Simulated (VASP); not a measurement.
Data:

```
CELL_PARAMETERS angstrom
      0.00000     2.97797     2.97797
      2.97797     0.00000     2.97797
      2.97797     2.97797     0.00000
ATOMIC_POSITIONS crystal
  In 0.00000 0.00000 0.00000
  P  0.25000 0.25000 0.25000
```

Method: PBE GGA with spin-orbit coupling, VASP's PBE PAW potentials (set 64) (plane waves; VASP). Numerical set-up: 400 eV cut-off, 7×7×7 Γ-centred mesh, Gaussian smearing of 0.050 eV, potentials In_d P.

Task: Estimate the energy per atom (σ→0), band gap (over mesh and band path) with the smallest direct gap where there is one.

Result: 
- band gap (over mesh and band path) = 0.42 eV
- smallest direct gap (over mesh and band path) = 0.42 eV
- energy per atom (σ→0) = -407.1 kJ/mol of atoms

Total energies compare only between runs with the same potentials, cut-off and functional.

The compound is InP in the zinc blende structure. It was relaxed first.
